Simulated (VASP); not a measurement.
Here is the system:

```xyz
5
Lattice="4.1196 0.0000 0.0000 0.0000 4.1196 0.0000 0.0000 0.0000 4.1196" Properties=species:S:1:pos:R:3 pbc="T T T"
K      0.0000     0.0000     0.0000
Zn     2.0598     2.0598     2.0598
F      2.0598     0.0000     2.0598
F      0.0000     2.0598     2.0598
F      2.0598     2.0598     0.0000
```

Computed with PBE GGA with D3 dispersion (zero damping), VASP's PBE PAW potentials (set 64) (plane waves; VASP). Run with 520 eV cut-off, 6×6×6 Γ-centred mesh, tetrahedra with Blöchl corrections, potentials K_sv Zn F.

The cores are frozen, which limits the accuracy of field gradients.

### Question
Give the principal components of the electric field gradient (V/Å²) and the asymmetry η at each nucleus.

### Answer

| atom | Vxx | Vyy | Vzz | η |
|---|---|---|---|---|
| K1 | 0.0 | 0.0 | 0.0 | - |
| Zn2 | 0.0 | 0.0 | 0.0 | - |
| F3 | -52.0 | -52.0 | 103.9 | 0.00 |
| F4 | -52.0 | -52.0 | 103.9 | 0.00 |
| F5 | -52.0 | -52.0 | 103.9 | 0.00 |

The compound is KZnF3 in the cubic perovskite structure. It was relaxed first, which changed the volume by +5 %.
